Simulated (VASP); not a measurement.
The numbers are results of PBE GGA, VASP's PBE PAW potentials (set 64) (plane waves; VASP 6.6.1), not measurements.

The input files of a VASP run:

### POSCAR
```
Eu
1.0
 -2.2900000000   2.2900000000   2.2900000000
  2.2900000000  -2.2900000000   2.2900000000
  2.2900000000   2.2900000000  -2.2900000000
Eu
1
direct
  0.0000000000   0.0000000000   0.0000000000
```

File KPOINTS:
```
K-points
0
Gamma
  10 10 10
```

**INCAR**
```
ALGO  =  Normal
EDIFF  =  1E-6
EDIFFG  =  -0.01
ENCUT  =  400
GGA  =  PE
IBRION  =  2
ISIF  =  3
ISMEAR  =  1
LASPH  =  .TRUE.
LCHARG  =  .FALSE.
LMAXMIX  =  6
LREAL  =  .FALSE.
LWAVE  =  .FALSE.
NELM  =  100
NSW  =  60
PREC  =  Accurate
SIGMA  =  0.1
SYSTEM  =  Eu
```

POTCAR, in this order: Eu_2 (PBE.64 set). Program: vasp_std.

The 4f electrons are frozen in the core of the lanthanide potential, so 4f levels, which can set the real gap, and their magnetism are missing. Energy and stress use the plane-wave basis of the starting cell.

Q: What does the run give for the energy per atom (σ→0), volume per atom, band gap (on the k-mesh)?

A: 
The energy per atom (σ→0) is -1.860 eV/atom and the band gap (on the k-mesh) comes out as none (metal, semimetal or under 0.01 eV). The volume per atom comes out as 44.22 Å³/atom.

OSZICAR:
```
...
DAV:   7    -0.186019883114E+01   -0.54533E-07   -0.62905E-08   400   0.232E-03
   3 F= -.18601988E+01 E0= -.18602063E+01  d E =-.116809E-01
       N       E                     dE             d eps       ncg     rms          rms(c)
DAV:   1    -0.186084875264E+01   -0.64998E-03   -0.13609E-02   880   0.119E+00    0.102E-01
DAV:   2    -0.186041732390E+01    0.43143E-03   -0.42509E-04  1136   0.205E-01    0.554E-02
DAV:   3    -0.186023388131E+01    0.18344E-03   -0.54511E-04  1168   0.222E-01    0.260E-02
DAV:   4    -0.186023488126E+01   -0.99995E-06   -0.40857E-06   936   0.184E-02
   4 F= -.18602349E+01 E0= -.18602435E+01  d E =-.117170E-01
```

The compound is Eu in the bcc structure. This run relaxes it. Symmetry was kept, so distortions that lower it aren't found.
